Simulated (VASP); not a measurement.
## Quasiparticle energies of AgCl in VASP

Aim: the quasiparticle gap of AgCl, and what it costs to get it. The cell is of the rock-salt type, one of the forms listed for this formula. The start is a computed cell from the Materials Project.

Main program and level: VASP 6.6.1; PBE, spin-orbit coupling; plane waves and PAW (Ag_GW, Cl_GW), in the first sound run; inputs show where later runs differ.

**1. Set-up**

The structure is cubic, space group Fm-3m (No. 225). The conventional cell has a = 5.545 Å, b = 5.545 Å, c = 5.545 Å, α = 90.00°, β = 90.00°, γ = 90.00°. Nearest to Ag lie 6 Cl at 2.77 Å. Nearest to Cl lie 6 Ag at 2.77 Å. Farther neighbours and most contacts between anions are not listed.

**2. Ground state**

The orbitals come from a self-consistent PBE run with a tight EDIFF and a narrow smearing. KPOINTS_OPT adds the bands along a path, which shows whether the mesh holds the band edges.

Input file INCAR:

```
SYSTEM = AgCl
PREC = Accurate
ENCUT = 300
EDIFF = 1E-08
NELM = 100
ISMEAR = 0
SIGMA = 0.01
LREAL = .FALSE.
ALGO = Normal
GGA = PE
LNONCOLLINEAR = .TRUE.
MAGMOM = 0 0 0 0 0 0
NBANDS = 30
GGA_COMPAT = .FALSE.
LASPH = .TRUE.
LSORBIT = .TRUE.
LMAXMIX = 4
LORBIT = 11
LWAVE = .TRUE.
LCHARG = .FALSE.
KPAR = 8
```

Input file POSCAR:

```
AgCl
1.0
    0.0000000000      2.7726629968      2.7726629968
    2.7726629968      0.0000000000      2.7726629968
    2.7726629968      2.7726629968      0.0000000000
Ag Cl
1 1
Direct
    0.0000000000      0.0000000000      0.0000000000
    0.5000000000      0.5000000000      0.5000000000
```

Input file KPOINTS:

```
Automatic mesh
0
Gamma
4 4 4
0 0 0
```

Input file KPOINTS_OPT:

```
Line mode
12
Line-mode
Reciprocal
  0.00000000   0.00000000   0.00000000 GAMMA
  0.50000000   0.00000000   0.50000000 X

  0.50000000   0.00000000   0.50000000 X
  0.50000000   0.25000000   0.75000000 W

  0.50000000   0.25000000   0.75000000 W
  0.37500000   0.37500000   0.75000000 K

  0.37500000   0.37500000   0.75000000 K
  0.00000000   0.00000000   0.00000000 GAMMA

  0.00000000   0.00000000   0.00000000 GAMMA
  0.50000000   0.50000000   0.50000000 L

  0.50000000   0.50000000   0.50000000 L
  0.62500000   0.25000000   0.62500000 U

  0.62500000   0.25000000   0.62500000 U
  0.50000000   0.25000000   0.75000000 W

  0.50000000   0.25000000   0.75000000 W
  0.50000000   0.50000000   0.50000000 L

  0.50000000   0.50000000   0.50000000 L
  0.37500000   0.37500000   0.75000000 K

  0.62500000   0.25000000   0.62500000 U
  0.50000000   0.00000000   0.50000000 X
```

PAW data sets: Ag_GW and Cl_GW (PBE family, release 64).

Run with:

```console
mpirun -np 8 vasp_ncl
```

The log of the run:

```text
[banner, memory and clock lines left out]
running    8 mpi-ranks, on    1 nodes
 distrk:  each k-point on    1 cores,    8 groups
 distr:  one band on    1 cores,    1 groups

 POSCAR found type information on POSCAR AgCl
 POSCAR found :  2 types and       2 ions
|                                                                             |
|           W    W    AA    RRRRR   N    N  II  N    N   GGGG   !!!           |
|           W    W   A  A   R    R  NN   N  II  NN   N  G    G  !!!           |
|           W    W  A    A  R    R  N N  N  II  N N  N  G       !!!           |
|           W WW W  AAAAAA  RRRRR   N  N N  II  N  N N  G  GGG   !            |
|           WW  WW  A    A  R   R   N   NN  II  N   NN  G    G                |
|           W    W  A    A  R    R  N    N  II  N    N   GGGG   !!!           |
|                                                                             |
|     For optimal performance we recommend to set                             |
|       NCORE = 2 up to number-of-cores-per-socket                            |
|     NCORE specifies how many cores store one orbital (NPAR=cpu/NCORE).      |
|     This setting can greatly improve the performance of VASP for DFT.       |
|     The default, NCORE=1 might be grossly inefficient on modern             |
|     multi-core architectures or massively parallel machines. Do your        |
|     Unfortunately you need to use the default for GW and RPA                |
|     calculations (for HF NCORE is supported but not extensively tested      |
|     yet).                                                                   |
|                                                                             |

 LDA part: xc-table for (Slater+PW92), standard interpolation
 POSCAR, INCAR and KPOINTS ok, starting setup
 FFT: planning ... GRIDC
 FFT: planning ... GRID_SOFT
 FFT: planning ... GRID
 WAVECAR not read
 entering main loop
       N       E                     dE             d eps       ncg     rms          rms(c)
DAV:   1     0.949941772242E+02    0.94994E+02   -0.60139E+03   480   0.703E+02
DAV:   2    -0.773627855790E-01   -0.95072E+02   -0.88795E+02   552   0.222E+02
DAV:   3    -0.542657905251E+01   -0.53492E+01   -0.53070E+01   608   0.563E+01
DAV:   4    -0.559428049967E+01   -0.16770E+00   -0.16751E+00   736   0.867E+00
DAV:   5    -0.559911201581E+01   -0.48315E-02   -0.48309E-02   700   0.122E+00    0.472E+00
DAV:   6    -0.541648287707E+01    0.18263E+00   -0.24480E-01   638   0.740E+00    0.369E+00
DAV:   7    -0.541113434616E+01    0.53485E-02   -0.11638E-01   564   0.248E+00    0.184E+00
DAV:   8    -0.541034407527E+01    0.79027E-03   -0.56451E-03   658   0.930E-01    0.672E-01
DAV:   9    -0.541040940684E+01   -0.65332E-04   -0.71549E-04   660   0.274E-01    0.201E-01
DAV:  10    -0.541047511715E+01   -0.65710E-04   -0.19568E-04   734   0.133E-01    0.287E-02
DAV:  11    -0.541052330553E+01   -0.48188E-04   -0.69477E-05   594   0.943E-02    0.126E-02
DAV:  12    -0.541052311964E+01    0.18589E-06   -0.34073E-06   684   0.281E-02    0.205E-03
DAV:  13    -0.541052316861E+01   -0.48974E-07   -0.66140E-07   636   0.558E-03    0.187E-03
DAV:  14    -0.541052296744E+01    0.20117E-06   -0.88279E-08   562   0.314E-03    0.278E-04
DAV:  15    -0.541052298100E+01   -0.13565E-07   -0.16097E-08   554   0.109E-03    0.261E-04
DAV:  16    -0.541052300820E+01   -0.27197E-07   -0.18014E-09   360   0.544E-04    0.485E-05
DAV:  17    -0.541052301218E+01   -0.39820E-08   -0.58698E-10   378   0.194E-04
   1 F= -.54105230E+01 E0= -.54105230E+01  d E =-.364312E-16  mag=    -0.0000     0.0000    -0.0000
 Start KPOINTS_OPT (optional k-point list driver)
k-point batch [1-8\120]
       N       E                     dE             ncg
DAV:   1     0.835265423996E+03    0.67842E+02      480
DAV:   2     0.232477206779E+02   -0.81202E+03      566
DAV:   3    -0.190884630011E+02   -0.42336E+02      578
DAV:   4    -0.204169427317E+02   -0.13285E+01      762
DAV:   5    -0.204347426071E+02   -0.17800E-01      658
DAV:   6    -0.204357566721E+02   -0.10141E-02      816
DAV:   7    -0.204357716174E+02   -0.14945E-04      662
DAV:   8    -0.204357723546E+02   -0.73722E-06      776
DAV:   9    -0.204357723895E+02   -0.34923E-07      622
DAV:  10    -0.204357723921E+02   -0.25236E-08      484
[...]
k-point batch [113-120\120]
       N       E                     dE             ncg
DAV:   1     0.719578329823E+03   -0.32552E+04      480
DAV:   2    -0.291791441650E+00   -0.71987E+03      570
DAV:   3    -0.361513476739E+02   -0.35860E+02      612
DAV:   4    -0.372137806794E+02   -0.10624E+01      740
DAV:   5    -0.372318302051E+02   -0.18050E-01      714
DAV:   6    -0.372334413852E+02   -0.16112E-02      786
DAV:   7    -0.372334560012E+02   -0.14616E-04      732
DAV:   8    -0.372334567711E+02   -0.76992E-06      746
DAV:   9    -0.372334567994E+02   -0.28291E-07      648
DAV:  10    -0.372334568016E+02   -0.21681E-08      514
 writing wavefunctions
```

Wall time 16 s (8 MPI ranks of AMD EPYC 9R45, shared host); peak memory 1.6 GiB.

The logs omit lines about the potential files and the build; timing stands in the text.

From OUTCAR (step 2):

```text
ion  position               nearest neighbor table
   1  0.000  0.000  0.000-   2 2.77   2 2.77   2 2.77   2 2.77   2 2.77   2 2.77
   2  0.500  0.500  0.500-   1 2.77   1 2.77   1 2.77   1 2.77   1 2.77   1 2.77

  LATTYP: Found a face centered cubic cell.
 ALAT       =     5.5453259936

 Subroutine GETGRP returns: Found 48 space group operations
 (whereof 48 operations were pure point group operations)

The static configuration has the point symmetry O_h .

 Found      8 irreducible k-points:

   k-points           NKPTS =      8   k-points in BZ     NKDIM =      8   number of bands    NBANDS=     30

   dimension x,y,z NGX =    24 NGY =   24 NGZ =   24
   dimension x,y,z NGXF=    48 NGYF=   48 NGZF=   48

   ENCUT  =  300.0 eV  22.05 Ry    4.70 a.u.   5.54  5.54  5.54*2*pi/ulx,y,z

   NELECT =      18.0000    total number of electrons

 k-points in reciprocal lattice and weights: Automatic mesh
   0.00000000  0.00000000  0.00000000       0.016
   0.25000000  0.00000000  0.00000000       0.125
   0.50000000  0.00000000  0.00000000       0.062
   0.25000000  0.25000000  0.00000000       0.094
   0.50000000  0.25000000  0.00000000       0.375
  -0.25000000  0.25000000  0.00000000       0.188
   0.50000000  0.50000000  0.00000000       0.047
  -0.25000000  0.50000000  0.25000000       0.094

 average (electrostatic) potential at core
       1 -88.4642       2 -82.0748

 E-fermi :   3.8300

 k-point     1 :       0.0000    0.0000    0.0000
  band No.  band energies     occupation
    ...
     14       1.4972      1.00000
     15       1.5246      1.00000
     16       1.5246      1.00000
     17       1.5246      1.00000
     18       1.5246      1.00000
     19       4.6251      0.00000
     20       4.6251      0.00000
     21      14.4398      0.00000
     22      14.4398      0.00000
     23      14.4398      0.00000
    ...

 k-point     2 :       0.2500    0.0000    0.0000
  band No.  band energies     occupation
    ...
     14       1.8344      1.00000
     15       2.9357      1.00000
     16       2.9357      1.00000
     17       2.9743      1.00000
     18       2.9743      1.00000
     19       6.6555      0.00000
     20       6.6555      0.00000
     21      11.4996      0.00000
     22      11.4996      0.00000
     23      12.7542      0.00000
    ...

 k-point     3 :       0.5000    0.0000    0.0000
  band No.  band energies     occupation
    ...
     14       2.0741      1.00000
     15       3.7336      1.00000
     16       3.7336      1.00000
     17       3.7753      1.00000
     18       3.7753      1.00000
     19       7.9471      0.00000
     20       7.9471      0.00000
     21      10.2550      0.00000
     22      10.2550      0.00000
     23      11.2273      0.00000
    ...

  Total        0.3359820      0.3359820      0.3359820      0.0000000      0.0000000     -0.0000000
  in kB       12.6271491     12.6271491     12.6271491      0.0000000      0.0000000     -0.0000000
  external PRESSURE =      12.6271491 kB  Pullay stress =       0.0000000 kB

  energy-cutoff  :      300.00
  volume of cell :       42.63
      direct lattice vectors                 reciprocal lattice vectors
     0.000000000  2.772662997  2.772662997    -0.180332049  0.180332049  0.180332049
     2.772662997  0.000000000  2.772662997     0.180332049 -0.180332049  0.180332049
     2.772662997  2.772662997  0.000000000     0.180332049  0.180332049 -0.180332049

 POSITION                                       TOTAL-FORCE (eV/Angst)
 -----------------------------------------------------------------------------------
      0.00000      0.00000      0.00000        -0.000000     -0.000000      0.000000
      2.77266      2.77266      2.77266         0.000000      0.000000     -0.000000
 -----------------------------------------------------------------------------------
    total drift:                               -0.000000     -0.000000     -0.000000

  FREE ENERGIE OF THE ION-ELECTRON SYSTEM (eV)
  ---------------------------------------------------
  free  energy   TOTEN  =        -5.4105230122 eV

  energy  without entropy=       -5.4105230122  energy(sigma->0) =       -5.41052301

 Spin-Orbit-Coupling matrix elements
 Ion:    1  E_soc:     -0.0431822
 Ion:    2  E_soc:     -0.0040334

 total charge
# of ion       s       p       d       f       tot
--------------------------------------------------
    1        0.233   0.187   9.509   0.017   9.945
    2        1.595   3.440   0.028   0.000   5.063
--------------------------------------------------
tot          1.827   3.627   9.537   0.017  15.008

 magnetization (x)
# of ion       s       p       d       f       tot
--------------------------------------------------
    1       -0.000   0.000   0.000  -0.000  -0.000
    2       -0.000  -0.000  -0.000   0.000  -0.000
--------------------------------------------------
tot         -0.000  -0.000  -0.000  -0.000  -0.000

 magnetization (y)
# of ion       s       p       d       f       tot
--------------------------------------------------
    1       -0.000  -0.000   0.000  -0.000  -0.000
    2       -0.000  -0.000  -0.000   0.000  -0.000
--------------------------------------------------
tot         -0.000  -0.000  -0.000  -0.000  -0.000

 magnetization (z)
# of ion       s       p       d       f       tot
--------------------------------------------------
    1        0.000  -0.000  -0.000  -0.000   0.000
    2        0.000   0.000  -0.000   0.000   0.000
--------------------------------------------------
tot          0.000   0.000  -0.000  -0.000   0.000

[... 3 further parts left out ...]
```

LASPH is switched on together with spin-orbit coupling, so the change from the scalar run holds both.

This step gave:

```yaml
free_energy_toten: -5.411 eV
fermi_energy: 3.83 eV
pressure: 1.263 GPa
least_gap_on_mesh_and_path: 0.8498 eV
least_direct_gap_on_mesh_and_path: 2.949 eV
```

The spin moment in the PAW sphere vanishes on all atoms.

On-site spin-orbit energy by atom:

| atom | on-site spin-orbit energy (eV) |
| --- | --- |
| Ag1 | -0.0432 |
| Cl2 | -0.0040 |

The highest empty bands on the path are converged less tightly, to about 0.1 eV. Electronic bands along the path, in eV, zero at the valence-band top; v1 is the highest filled band, c1 the lowest empty one:

| point | v4 | v3 | v2 | v1 | c1 | c2 | c3 | c4 |
| --- | --- | --- | --- | --- | --- | --- | --- | --- |
| Γ | -2.25 | -2.25 | -2.25 | -2.25 | 0.85 | 0.85 | 10.66 | 10.66 |
| 0.45 of the way | -1.69 | -1.69 | -1.32 | -1.32 | 3.20 | 3.20 | 7.58 | 7.58 |
| X | -1.82 | -1.82 | -1.72 | -1.72 | 2.32 | 2.32 | 7.93 | 7.93 |
| 0.45 of the way | -1.78 | -1.78 | -1.48 | -1.48 | 2.92 | 2.92 | 7.79 | 7.79 |
| W | -1.77 | -1.77 | -1.18 | -1.18 | 4.14 | 4.14 | 7.74 | 7.74 |
| 0.55 of the way | -1.66 | -1.66 | -1.11 | -1.11 | 3.79 | 3.79 | 7.29 | 7.29 |
| K | -1.58 | -1.58 | -1.05 | -1.05 | 3.55 | 3.55 | 7.19 | 7.19 |
| 0.45 of the way | -1.66 | -1.66 | -0.17 | -0.17 | 4.05 | 4.05 | 6.85 | 6.85 |
| Γ | -2.25 | -2.25 | -2.25 | -2.25 | 0.85 | 0.85 | 10.66 | 10.66 |
| 0.55 of the way | -0.72 | -0.72 | -0.68 | -0.68 | 3.11 | 3.11 | 7.48 | 7.48 |
| L | -0.04 | -0.04 | 0.00 | 0.00 | 4.17 | 4.17 | 6.48 | 6.48 |
| 0.55 of the way | -0.94 | -0.94 | -0.41 | -0.41 | 4.76 | 4.76 | 5.69 | 5.69 |
| U | -1.58 | -1.58 | -1.05 | -1.05 | 3.55 | 3.55 | 7.19 | 7.19 |
| 0.45 of the way | -1.66 | -1.66 | -1.11 | -1.11 | 3.79 | 3.79 | 7.29 | 7.29 |
| W | -1.77 | -1.77 | -1.18 | -1.18 | 4.14 | 4.14 | 7.74 | 7.74 |
| 0.55 of the way | -0.87 | -0.87 | -0.42 | -0.42 | 5.05 | 5.05 | 5.42 | 5.42 |
| L | -0.04 | -0.04 | 0.00 | 0.00 | 4.17 | 4.17 | 6.48 | 6.48 |
| 0.45 of the way | -0.72 | -0.72 | -0.30 | -0.30 | 4.93 | 4.93 | 5.47 | 5.47 |
| K | -1.58 | -1.58 | -1.05 | -1.05 | 3.55 | 3.55 | 7.19 | 7.19 |
| jump to U | -1.58 | -1.58 | -1.05 | -1.05 | 3.55 | 3.55 | 7.19 | 7.19 |
| 0.45 of the way | -1.66 | -1.66 | -1.64 | -1.64 | 2.74 | 2.74 | 7.75 | 7.75 |
| X | -1.82 | -1.82 | -1.72 | -1.72 | 2.32 | 2.32 | 7.93 | 7.93 |

Of the projections kept (Ag, Cl), the largest for each band there; the rest of the weight can lie on other orbitals:

| point | v4 | v3 | v2 | v1 | c1 | c2 | c3 | c4 |
| --- | --- | --- | --- | --- | --- | --- | --- | --- |
| Γ | Ag 0.99 | Ag 0.99 | Ag 0.99 | Ag 0.99 | Ag 0.69 | Ag 0.69 | Cl 0.56 | Cl 0.56 |
| X | Ag 1.00 | Ag 1.00 | Ag 0.98 | Ag 0.98 | Ag 0.88 | Ag 0.88 | Ag 0.64 | Ag 0.64 |
| W | Ag 0.99 | Ag 0.99 | Ag 0.83 | Ag 0.83 | Ag 0.69 | Ag 0.69 | Ag 0.52 | Ag 0.52 |
| K | Ag 0.92 | Ag 0.92 | Ag 0.73 | Ag 0.73 | Ag 0.77 | Ag 0.77 | Ag 0.54 | Ag 0.54 |
| Γ | Ag 0.99 | Ag 0.99 | Ag 0.99 | Ag 0.99 | Ag 0.69 | Ag 0.69 | Cl 0.56 | Cl 0.56 |
| L | Ag 0.59 | Ag 0.59 | Ag 0.60 | Ag 0.60 | Ag 0.65 | Ag 0.65 | Ag 0.56 | Ag 0.56 |

The cell has a gap of 0.850 eV on mesh and path.

**3. Empty bands, SOC yes, program vasp ncl**

The next step needs empty bands that the ground-state run didn't converge, so the Hamiltonian is diagonalised exactly for NBANDS bands, in a single step. LOPTICS writes the k-derivatives of the orbitals (WAVEDER), which give the long-wavelength limit of the screening.

Input file INCAR:

```
SYSTEM = AgCl
PREC = Accurate
ENCUT = 300
ISMEAR = 0
SIGMA = 0.01
LREAL = .FALSE.
GGA = PE
LNONCOLLINEAR = .TRUE.
MAGMOM = 0 0 0 0 0 0
NBANDS = 256
GGA_COMPAT = .FALSE.
LASPH = .TRUE.
LSORBIT = .TRUE.
LMAXMIX = 4
ALGO = Exact
NELM = 1
LWAVE = .TRUE.
LCHARG = .FALSE.
LOPTICS = .TRUE.
NEDOS = 1000
CSHIFT = 0.1
```

POSCAR is that of step 2.

KPOINTS is that of step 2.

Run with:

```console
mpirun -np 8 vasp_ncl
```

The log of the run:

```text
[banner, memory and clock lines left out]
running    8 mpi-ranks, on    1 nodes
 distrk:  each k-point on    8 cores,    1 groups
 distr:  one band on    1 cores,    8 groups

 POSCAR found type information on POSCAR AgCl
 POSCAR found :  2 types and       2 ions
 [... a notice as in an earlier step ...]

 LDA part: xc-table for (Slater+PW92), standard interpolation
 found WAVECAR, reading the header
  number of bands has changed, file:    30 present:   256
  trying to continue reading WAVECAR, but it might fail
 POSCAR, INCAR and KPOINTS ok, starting setup
 FFT: planning ... GRIDC
 FFT: planning ... GRID_SOFT
 FFT: planning ... GRID
 reading WAVECAR
 random initialization beyond band           30
 the WAVECAR file was read successfully
 initial charge from wavefunction
 entering main loop
       N       E                     dE             d eps       ncg     rms          rms(c)
DIA:   1    -0.541052300342E+01   -0.54105E+01    0.00000E+00     0   0.000E+00
   1 F= -.54105230E+01 E0= -.54105230E+01  d E =-.340893E-45  mag=    -0.0000     0.0000    -0.0000
 writing wavefunctions
 optical routines
 imaginary and real dielectric function
 recalculating local potential from charge density
 direction            1
 direction            2
 direction            3
```

Elapsed: 5 s, on 8 MPI ranks; peak memory 1.1 GiB; 35 s of CPU time.

OUTCAR, selected parts (step 3):

```text
The static configuration has the point symmetry O_h .

 Found      8 irreducible k-points:

   k-points           NKPTS =      8   k-points in BZ     NKDIM =      8   number of bands    NBANDS=    256

   NELECT =      18.0000    total number of electrons

 E-fermi :   3.8737

  Total        0.3362322      0.3362322      0.3362322     -0.0000000     -0.0000000      0.0000000
  in kB       12.6365515     12.6365515     12.6365515     -0.0000000     -0.0000000      0.0000000
  external PRESSURE =      12.6365515 kB  Pullay stress =       0.0000000 kB

 POSITION                                       TOTAL-FORCE (eV/Angst)
 -----------------------------------------------------------------------------------
      0.00000      0.00000      0.00000        -0.000000      0.000000     -0.000000
      2.77266      2.77266      2.77266         0.000000     -0.000000      0.000000
 -----------------------------------------------------------------------------------
    total drift:                               -0.000000     -0.000000     -0.000000

  FREE ENERGIE OF THE ION-ELECTRON SYSTEM (eV)
  ---------------------------------------------------
  free  energy   TOTEN  =        -5.4105230034 eV

  energy  without entropy=       -5.4105230034  energy(sigma->0) =       -5.41052300

 plasma frequency squared (from intraband transitions) (eV^2)
  --------------------------------------------------------------------------------------
       0.000       0.000      -0.000
       0.000       0.000      -0.000
       0.000       0.000       0.000

[... 14 parts as in an earlier step ...]

[... 1 further part left out ...]
```

The gap is read on the k-mesh alone, so it is an upper bound where the band edges lie off the mesh.

A gap read on the k-mesh alone can miss the band edges.

Numbers from this step:

```yaml
gap_on_the_k_mesh: 0.8498 eV
least_direct_gap_on_the_k_mesh: 3.100 eV
```

WAVECAR now holds 256 bands for 18 electrons. Its independent-particle dielectric tensor has xx, yy, zz = 5.8, 5.8, 5.8 on this mesh, which isn't tested for convergence in mesh or bands and lacks local fields.

[end of part 1 of 3]

[Lines on the potential files, build, host, timing and source positions are cut from VASP's logs without a mark.]

[Logs are printed without paths, hosts, clocks, repeated set-up lines and the standing remarks that a program may print on its own settings, such as how far it seeks lower states.]

[Hosts, paths, dates, database ids (printed as entryN), source tags and the programs' standing remarks are cut or masked in the printed files.]

[Pressures printed for these runs are not shown converged in the cutoff: they can be off by several GPa and have the wrong sign.]
